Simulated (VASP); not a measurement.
OSZICAR of a VASP run on Tl (hcp):

OSZICAR:
```
       N       E                     dE             d eps       ncg     rms          rms(c)
DAV:   1     0.203832062078E+02    0.20383E+02   -0.14785E+04  2184   0.148E+03
DAV:   2    -0.111016655960E+03   -0.13140E+03   -0.12983E+03  2299   0.299E+02
DAV:   3    -0.113206053993E+03   -0.21894E+01   -0.21773E+01  2559   0.347E+01
DAV:   4    -0.113220302201E+03   -0.14248E-01   -0.14246E-01  2473   0.282E+00
DAV:   5    -0.113220509876E+03   -0.20767E-03   -0.20767E-03  2526   0.337E-01    0.281E+00
DAV:   6    -0.107629224468E+03    0.55913E+01   -0.24168E+00  2189   0.167E+01    0.351E+00
DAV:   7    -0.105797861983E+03    0.18314E+01   -0.22737E-01  2226   0.585E+00    0.299E+00
DAV:   8    -0.108029311720E+03   -0.22314E+01   -0.59600E-01  2186   0.738E+00    0.203E+00
DAV:   9    -0.105614657067E+03    0.24147E+01   -0.24547E-01  2185   0.465E+00    0.805E-01
DAV:  10    -0.105630395176E+03   -0.15738E-01   -0.17037E-02  2283   0.973E-01    0.628E-01
DAV:  11    -0.105609031372E+03    0.21364E-01   -0.93762E-03  2245   0.763E-01    0.589E-01
DAV:  12    -0.105599275527E+03    0.97558E-02   -0.18146E-03  2336   0.282E-01    0.393E-01
DAV:  13    -0.105633441950E+03   -0.34166E-01   -0.20874E-02  2227   0.120E+00    0.112E-01
DAV:  14    -0.105632009930E+03    0.14320E-02   -0.13016E-03  2225   0.256E-01    0.123E-01
DAV:  15    -0.105633468142E+03   -0.14582E-02   -0.52017E-04  2253   0.199E-01    0.101E-01
DAV:  16    -0.105633596775E+03   -0.12863E-03   -0.38459E-05  2397   0.542E-02    0.829E-02
DAV:  17    -0.105633889118E+03   -0.29234E-03   -0.23022E-04  2225   0.134E-01    0.655E-02
DAV:  18    -0.105633888505E+03    0.61289E-06   -0.33893E-05  2234   0.559E-02    0.366E-02
DAV:  19    -0.105633894899E+03   -0.63941E-05   -0.23358E-05  2245   0.427E-02    0.869E-03
DAV:  20    -0.105633894083E+03    0.81609E-06   -0.17434E-06  1785   0.880E-03
   1 F= -.10563389E+03 E0= -.10563355E+03  d E =-.105634E+03
```

Problem. Which electronic solver shows in the log?

Solution. It is blocked Davidson (ALGO = Normal, or the opening steps of other solvers). The INCAR had ALGO = Normal.

Problem. Can the final energy be trusted as converged?

Solution. Self-consistency was reached. It stopped with EDIFF = 1E-6, NELM = 100, NSW = 60 and EDIFFG = -0.01 after 1 ionic step (r2SCAN+rVV10, plane waves, VASP's PBE PAW potentials (set 64)).

The compound is Tl in the hcp structure. It was relaxed first. The start is the result of an earlier pass.
